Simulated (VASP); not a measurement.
# HfTe2 (space group P-3m1): computed properties

All values below come from LDA (Ceperley-Alder, Perdew-Zunger), VASP's LDA PAW potentials (set 64) (plane waves; VASP 6.6.1).

```yaml
space_group: P-3m1 (164)
cell: a = 3.8433 Å, b = 3.8433 Å, c = 6.4786 Å, α = 90.00°, β = 90.00°, γ = 120.00°
volume_per_atom: 27.63 Å³/atom
band gap (over mesh and band path): none (metal, semimetal or under 0.01 eV)
density: 8.69 g/cm³
```

```cif
data_HfTe2
_chemical_formula_sum 'Hf1 Te2'
_space_group_name_H-M_alt 'P-3m1'
_space_group_IT_number 164
_space_group_name_Hall '-P 3 2"'
_cell_length_a 3.84334
_cell_length_b 3.84334
_cell_length_c 6.47860
_cell_angle_alpha 90.000
_cell_angle_beta 90.000
_cell_angle_gamma 120.000
loop_
_atom_site_label
_atom_site_type_symbol
_atom_site_symmetry_multiplicity
_atom_site_Wyckoff_symbol
_atom_site_fract_x
_atom_site_fract_y
_atom_site_fract_z
_atom_site_occupancy
Hf1 Hf 1 a 0.00000 0.00000 0.00000 1
Te1 Te 2 d 0.33333 0.66667 0.27288 1
```

Unless said otherwise, spin-orbit coupling is left out, though it shifts the bands of the heavy elements here.

The structure comes from a computed database's HfTe2 entry (P-3m1); how it stands against other phases isn't given here. It was relaxed first, which changed the volume by -15 %. Symmetry was kept, so distortions that lower it aren't found.
